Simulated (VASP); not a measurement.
Output of a VASP run:

File OSZICAR:
```
       N       E                     dE             d eps       ncg     rms          rms(c)
DAV:   1     0.903290269745E+02    0.90329E+02   -0.36964E+03   288   0.611E+02
DAV:   2     0.248592397261E+01   -0.87843E+02   -0.81624E+02   464   0.125E+02
DAV:   3    -0.752284822373E+01   -0.10009E+02   -0.99666E+01   364   0.537E+01
DAV:   4    -0.784853190047E+01   -0.32568E+00   -0.32554E+00   396   0.122E+01
DAV:   5    -0.785605171369E+01   -0.75198E-02   -0.75195E-02   380   0.201E+00    0.404E+00
DAV:   6    -0.773591977999E+01    0.12013E+00   -0.15270E-01   324   0.210E+00    0.277E+00
DAV:   7    -0.771729093990E+01    0.18629E-01   -0.20346E-01   332   0.248E+00    0.570E-01
DAV:   8    -0.771100025668E+01    0.62907E-02   -0.24059E-02   312   0.886E-01    0.303E-01
DAV:   9    -0.771118539498E+01   -0.18514E-03   -0.17194E-03   360   0.286E-01    0.188E-01
DAV:  10    -0.771115310973E+01    0.32285E-04   -0.13905E-04   336   0.949E-02    0.422E-02
DAV:  11    -0.771118716376E+01   -0.34054E-04   -0.65764E-05   328   0.435E-02    0.569E-02
DAV:  12    -0.771119211708E+01   -0.49533E-05   -0.67749E-06   368   0.148E-02    0.245E-02
DAV:  13    -0.771121954451E+01   -0.27427E-04   -0.41028E-06   356   0.108E-02    0.237E-02
DAV:  14    -0.771123663805E+01   -0.17094E-04   -0.26755E-06   364   0.783E-03    0.270E-02
DAV:  15    -0.771124160211E+01   -0.49641E-05   -0.75313E-07   272   0.462E-03    0.636E-03
DAV:  16    -0.771125397942E+01   -0.12377E-04   -0.15683E-06   292   0.598E-03    0.104E-02
DAV:  17    -0.771125700466E+01   -0.30252E-05   -0.14178E-07   272   0.251E-03    0.454E-03
DAV:  18    -0.771126195070E+01   -0.49460E-05   -0.10998E-07   240   0.177E-03    0.768E-04
DAV:  19    -0.771126450685E+01   -0.25561E-05   -0.37745E-08   252   0.899E-04    0.203E-04
DAV:  20    -0.771126503650E+01   -0.52965E-06   -0.95416E-09   248   0.436E-04
   1 F= -.77112650E+01 E0= -.77112650E+01  d E =-.409452E-11
```

OUTCAR:
```
------------------------ aborting loop because EDIFF is reached ----------------------------------------
  FORCE on cell =-STRESS in cart. coord.  units (eV):
  Direction    XX          YY          ZZ          XY          YZ          ZX
  --------------------------------------------------------------------------------------
  Total        1.0175243      1.0175245      0.5852544     -0.0000001      0.0000000      0.0000000
  in kB        6.4073342      6.4073352      3.6853372     -0.0000009      0.0000000      0.0000000
  external PRESSURE =       5.5000022 kB  Pullay stress =       0.0000000 kB
  volume of cell :      254.44
      direct lattice vectors                 reciprocal lattice vectors
     4.116805000  0.000000000  0.000000000     0.242906817  0.140242339  0.000000000
    -2.058403000  3.565258000  0.000000000     0.000000000  0.280484610  0.000000000
     0.000000000  0.000000000 17.335116000     0.000000000  0.000000000  0.057686375
 POSITION                                       TOTAL-FORCE (eV/Angst)
 -----------------------------------------------------------------------------------
      0.00000      0.00000      8.66756        -0.000000      0.000000      0.000000
     -0.00000      2.37684     10.33511         0.000000     -0.000000      0.178672
      2.05840      1.18842      7.00001        -0.000000      0.000000     -0.178672
 -----------------------------------------------------------------------------------
    total drift:                                0.000000     -0.000000      0.000000
  FREE ENERGIE OF THE ION-ELECTRON SYSTEM (eV)
  ---------------------------------------------------
  free  energy   TOTEN  =        -7.7112650365 eV

  energy  without entropy=       -7.7112650365  energy(sigma->0) =       -7.71126504
```
(Selected blocks of OUTCAR.)

### POSCAR
```
MgI2
1
    4.1168050000     0.0000000000     0.0000000000
   -2.0584030000     3.5652580000     0.0000000000
    0.0000000000     0.0000000000    17.3351160000
Mg I
1 2
Direct
  0.0000000000   0.0000000000   0.5000000000
  0.3333330000   0.6666670000   0.5961950000
  0.6666670000   0.3333330000   0.4038050000
```

Write an INCAR and KPOINTS that could have produced this output.

Several could match; the one computed here: the input of the run itself, PBE GGA, plane waves, VASP's PBE PAW potentials (set 64).

**INCAR**
```
# general
SYSTEM  = MgI2
PREC    = Accurate
ENCUT   = 300
LREAL   = .False.
LASPH   = .True.

# electronic loop
EDIFF   = 1E-6
NELM    = 100
ALGO    = Normal
LMAXMIX = 4

# smearing
ISMEAR  = 0
SIGMA   = 0.136

# functional
GGA     = PE

# ions
ISIF    = 2

# output
LWAVE   = .False.
LCHARG  = .False.
```

KPOINTS:
```
K-points
0
G
  9 9 1
```

POTCAR, in this order: Mg I (PBE.64 set). Program: vasp_std.

The cell holds a wide vacuum, so values per volume refer to the whole cell.

The cell is a sheet with vacuum, built from a generated structure.
